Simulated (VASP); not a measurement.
Pt: relaxation of cell and atoms with PBE

Crystal: Pt.

```xyz
1
Lattice="0.0000 1.9609 1.9609 1.9609 0.0000 1.9609 1.9609 1.9609 0.0000" Properties=species:S:1:pos:R:3 pbc="T T T"
Pt    0.0000    0.0000    0.0000
```

* Program: VASP 6.6.1
* Task: relaxation of cell and atoms
* Functional: PBE
* Potentials or basis: VASP PAW PBE potentials, release 64 (Pt)
* Cutoff: 520 eV
* k mesh: 18 × 18 × 18
* Occupations: gaussian, width 0.1 eV
* Spin: non-collinear spin, zero start, spin-orbit coupling
* Starting moments: [[0.0, 0.0, 0.0]] μB
* Further INCAR settings: ALGO = Normal; EDIFF = 1e-07; IBRION = 2; EDIFFG = -0.002; NSW = 80; ISIF = 3

| Quantity | Value |
| --- | --- |
| Relaxed volume | 15.67 Å³/atom |
| Relaxed cell | a = 2.809 Å, b = 2.809 Å, c = 2.809 Å, α = 60.00°, β = 60.00°, γ = 60.00° |
| Space group after relaxing (to 0.05 Å) | Fm-3m (No. 225) |
| Energy gained by relaxing | 18.0 meV/atom |
| Ionic steps | 17 |
| Pressure after relaxing | 0.0 GPa |
| Net moment | 0.00 μB per cell |
| Valence electrons inside the program's atomic spheres | Pt 9.20 |

The path:
| step | energy change (eV) | largest force (eV/Å) | pressure (GPa) | volume (Å³) |
| --- | --- | --- | --- | --- |
| 1 | 0.0000 | 0.0000 | 10.31 | 15.08 |
| 2 | 0.0860 | 0.0000 | -18.26 | 17.30 |
| 3 | -0.0180 | 0.0000 | -0.34 | 15.69 |
| 4 | -0.0180 | 0.0000 | -0.03 | 15.67 |
| 5 | -0.0180 | 0.0000 | 0.15 | 15.66 |
| 6 | -0.0180 | 0.0000 | 0.16 | 15.66 |
| 7 | -0.0180 | 0.0000 | 0.13 | 15.66 |
| 8 | -0.0180 | 0.0000 | 0.13 | 15.66 |
| 9 | -0.0180 | 0.0000 | 0.13 | 15.66 |
| 10 | -0.0180 | 0.0000 | 0.13 | 15.66 |
| 11 | -0.0180 | 0.0000 | 0.13 | 15.66 |
| 12 | -0.0180 | 0.0000 | 0.12 | 15.66 |
| 13 | -0.0180 | 0.0000 | 0.11 | 15.66 |
| 14 | -0.0180 | 0.0000 | 0.09 | 15.66 |
| 15 | -0.0180 | 0.0000 | 0.05 | 15.66 |
| 16 | -0.0180 | 0.0000 | -0.03 | 15.67 |
| 17 | -0.0180 | 0.0000 | 0.00 | 15.67 |

Final structure:
```
Pt
1.0
     0.00000    1.98597    1.98597
     1.98597    0.00000    1.98597
     1.98597    1.98597    0.00000
Pt
1
Direct
  0.00000 0.00000 0.00000
```

Moments on the atoms (μB; x, y, z):
```
Pt  0.00 0.00 0.00
```

It took 3 min on 4 MPI ranks on Intel(R) Xeon(R) Platinum 8488C (Sapphire Rapids), on a shared host, peak memory 0.25 GiB a rank.

PBE usually gives volumes a little too large and moduli too small. Zero-point motion and thermal expansion aren't in these numbers.
